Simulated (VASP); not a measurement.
Energy against volume of GaN (zinc blende). Calculation: AM05 GGA, VASP's PBE PAW potentials (set 64) (plane waves; VASP). Run with 520 eV cut-off, 10×10×10 Γ-centred mesh, Gaussian smearing of 0.050 eV, potentials Ga_d N.

| V (Å³/atom) | E (eV/atom) |
|---|---|
| 10.658 | -6.31283 |
| 10.998 | -6.33365 |
| 11.339 | -6.34045 |
| 11.679 | -6.33535 |

Question: Fit these four points and predict the energy of the run at 12.019 Å³/atom.

Answer: A cubic in V^(−2/3), the third-order Birch-Murnaghan form, passes through the four points with V0 = 11.35 Å³/atom and B0 = 185 GPa, and gives -6.3202 eV/atom there. The run gave -6.3201 eV/atom, +0.1 meV/atom from the fit; all five points give B0 = 185 GPa.

The compound is GaN in the zinc blende structure, a metastable form; wurtzite is the usual one. It was relaxed first.
